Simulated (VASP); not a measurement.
Consider the following.

```
CdAs
1.0
    6.01513     0.00000     0.00000
    0.00000     7.85617     0.00000
    0.00000     0.00000     8.07203
Cd As
8 8
Direct
  0.04668   0.62988   0.86177
  0.95332   0.37012   0.13823
  0.45332   0.37012   0.36177
  0.54668   0.62988   0.63823
  0.54668   0.87012   0.13823
  0.45332   0.12988   0.86177
  0.95332   0.12988   0.63823
  0.04668   0.87012   0.36177
  0.63283   0.06538   0.40457
  0.36717   0.93462   0.59543
  0.86717   0.93462   0.90457
  0.13283   0.06538   0.09543
  0.13283   0.43462   0.59543
  0.86717   0.56538   0.40457
  0.36717   0.56538   0.09543
  0.63283   0.43462   0.90457
```

Computed with r2SCAN meta-GGA, VASP's PBE PAW potentials (set 64) (plane waves; VASP). Numerical set-up: LREAL = Auto, 400 eV cut-off, 4×3×3 Γ-centred mesh, Gaussian smearing of 0.050 eV, potentials Cd As.

**Question.** Predict the energy per atom (σ→0).

**Answer.** 
| Item | Result |
|---|---|
| energy per atom (σ→0) | -17.554 eV/atom |

Total energies compare only between runs with the same potentials, cut-off and functional.

The structure comes from a computed database's CdAs entry (Pbca); how it stands against other phases isn't given here. It was relaxed first. The start is the result of an earlier pass.
